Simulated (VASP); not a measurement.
The system is TiC.

```
CELL_PARAMETERS angstrom
0.00000 2.15930 2.15930
2.15930 0.00000 2.15930
2.15930 2.15930 0.00000
ATOMIC_POSITIONS crystal
Ti 0.00000 0.00000 0.00000
C 0.50000 0.50000 0.50000
```

Base run:

| Quantity | Value |
| --- | --- |
| Program | VASP 6.6.1 |
| Functional | PBE |
| Potentials or basis | VASP PAW PBE potentials, release 64 (Ti_sv, C) |
| Cutoff | 520 eV |
| k mesh | 12 × 12 × 12 |
| Occupations | fermi-dirac, width 0.05 eV |
| Spin | no spin polarisation |

Its results: band gap on the k mesh none (metal or under the smearing width); pressure 2.8 GPa.

Q: After a change of settings the same cell gave: band gap on the k mesh none (metal or under the smearing width); pressure -2.5 GPa. Which change was it?
A. functional from PBE to HSE06; k mesh from 12 × 12 × 12 to 7 × 7 × 7
B. functional from PBE to LDA; potentials or basis from VASP PAW PBE potentials, release 64 (Ti_sv, C) to VASP PAW LDA potentials, release 64 (Ti_sv, C)
C. functional from PBE to r2SCAN
D. functional from PBE to PBEsol

A: A.

Caveats: the PAW data sets were made with another functional, which shifts forces and pressure a little (some runs).
